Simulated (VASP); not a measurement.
Consider the following.

```
CELL_PARAMETERS angstrom
      5.36245     0.00000     0.00000
      0.00000     5.36245     0.00000
      0.00000     0.00000     5.43161
ATOMIC_POSITIONS crystal
  Zn 0.00000 0.00000 0.00000
  Zn 0.50000 0.50000 0.00000
  Se 0.25000 0.25000 0.27581
  Se 0.75000 0.75000 0.27581
  Se 0.75000 0.25000 0.72419
  Se 0.25000 0.75000 0.72419
  Be 0.50000 0.00000 0.50000
  Be 0.00000 0.50000 0.50000
```

The numbers are results of PBEsol GGA, VASP's PBE PAW potentials (set 64) (plane waves; VASP), not measurements. Run with 400 eV cut-off, 5×5×5 Γ-centred mesh, tetrahedra with Blöchl corrections, potentials Zn Se Be.

Problem. Predict the energy per atom (σ→0), band gap (on the k-mesh) with the smallest direct gap where there is one.

Solution. 
```json
{
 "band gap (on the k-mesh)": "2.36 eV",
 "smallest direct gap (on the k-mesh)": "2.36 eV",
 "energy per atom (σ→0)": "-4.030 eV/atom"
}
```

Total energies compare only between runs with the same potentials, cut-off and functional.

The structure was generated: Be2Zn2Se4 was put into an ordered model structure (P-4m2), which need not be its known phase. It was relaxed first.
